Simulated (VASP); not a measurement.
Consider the following.

```xyz
2
Lattice="0.0000 2.8290 2.8290 2.8290 0.0000 2.8290 2.8290 2.8290 0.0000" Properties=species:S:1:pos:R:3 pbc="T T T"
Ge     0.0000     0.0000     0.0000
Ge     1.4145     1.4145     1.4145
```

All values below come from AM05 GGA, VASP's PBE PAW potentials (set 64) (plane waves; VASP). Settings: 400 eV cut-off, 7×7×7 Γ-centred mesh, Gaussian smearing of 0.050 eV, potentials Ge_d.

Estimate the energy per atom (σ→0), band gap (on the k-mesh) with the smallest direct gap where there is one.

The band gap (on the k-mesh) is 0.04 eV and the smallest direct gap (on the k-mesh) is 0.04 eV. The energy per atom (σ→0) is -4.685 eV/atom.

Total energies compare only between runs with the same potentials, cut-off and functional.

The compound is Ge in the diamond structure. The cell was not relaxed at this level. The run is one of a series of settings (GGA = AM against the base run), some of them coarse on purpose.
